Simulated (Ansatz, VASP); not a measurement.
**VGa3Co in VASP and in Ansatz**

```xyz
10
Lattice="3.7119 0.0000 0.0000 1.8560 -10.7146 0.0000 0.0000 0.0000 -3.6387" Properties=species:S:1:pos:R:3 pbc="T T T"
Co    1.8560   -6.3216   -2.7290
Co    3.7119   -4.3930   -0.9097
Ga    3.7119   -7.4359   -2.7290
Ga    1.8560   -3.2787   -0.9097
Ga    1.8560   -3.7287   -2.7290
Ga    3.7119   -6.9859   -0.9097
Ga    3.7119  -10.1788   -2.7290
Ga    1.8560   -0.5357   -0.9097
V     3.7119   -1.5429   -2.7290
V     1.8560   -9.1717   -0.9097
```

The cell was built by a generator and needn't be a form met in nature.

Alike in both runs: task single point; functional PBE; k mesh 5 × 5 × 5; occupations fermi-dirac, width 0.0211 eV; no spin polarisation.

|  | VASP | Ansatz |
| --- | --- | --- |
| version | VASP 6.6.1 | Ansatz 0.2.0 |
| potentials or method | VASP PAW PBE potentials, release 64 (Co, Ga_d, V_sv) | PAW plane waves |
| plane-wave cutoff (eV) | 520 | 500 |
| valence electrons in the cell | 122 | 138 |

Ansatz gave:

- gap on the k mesh at the Fermi level (eV): none
- rms of the force components (eV/Å): 2.982

Q: Which values does VASP return?

A: gap on the k mesh at the Fermi level (eV): none; rms of the force components (eV/Å): 3.091.

A gap of «none» marks a metal or a gap that the smearing closes. The functional is the same, so the differences come from potentials, cutoffs and numerics. The two sets of potentials don't hold the same shells in valence.

Caveats: forces of over 1 eV/Å show positions far from the minimum, so gaps and moduli don't describe the material at rest. Spin polarisation is off, so any magnetic state and its effect on volume and gap are missing.
